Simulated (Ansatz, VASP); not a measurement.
## ZnRe2: VASP beside Ansatz

```
CELL_PARAMETERS angstrom
0.00000 2.89556 2.89556
2.89556 0.00000 2.89556
2.89556 2.89556 0.00000
ATOMIC_POSITIONS crystal
Zn 0.00000 0.00000 0.00000
Re 0.75000 0.75000 0.75000
Re 0.25000 0.25000 0.25000
```

The cell was built by a generator and needn't be a form met in nature.

Alike in both runs: task band structure; functional PBEsol; k mesh 8 × 8 × 8; occupations fermi-dirac, width 0.05 eV; no spin polarisation.

```csv
,VASP,Ansatz
version,VASP 6.6.1,Ansatz 0.2.0
potentials or method,"VASP PAW PBE potentials, release 64 (Zn, Re)",Ansatz PAW
plane-wave cutoff (eV),520,420
valence electrons in the cell,26,42
```

|  | VASP | Ansatz | Ansatz less VASP |
| --- | --- | --- | --- |
| gap on the k mesh at the Fermi level (eV) | none | none | - |
| pressure (GPa) | -7.2 | -7.6 | -0.40 |

A gap of «none» marks a metal or a gap that the smearing closes. With one functional, cell and mesh, what is left measures potentials, basis and numerics. The two sets of potentials don't hold the same shells in valence.

Caveats: spin-orbit coupling is left out, which moves the levels of the heavy elements; the PAW data sets were made with another functional, which shifts forces and pressure a little (VASP); the PAW data sets come from PBE, with cores solved anew for the run's functional, which leaves a small shift of forces and pressure (Ansatz).
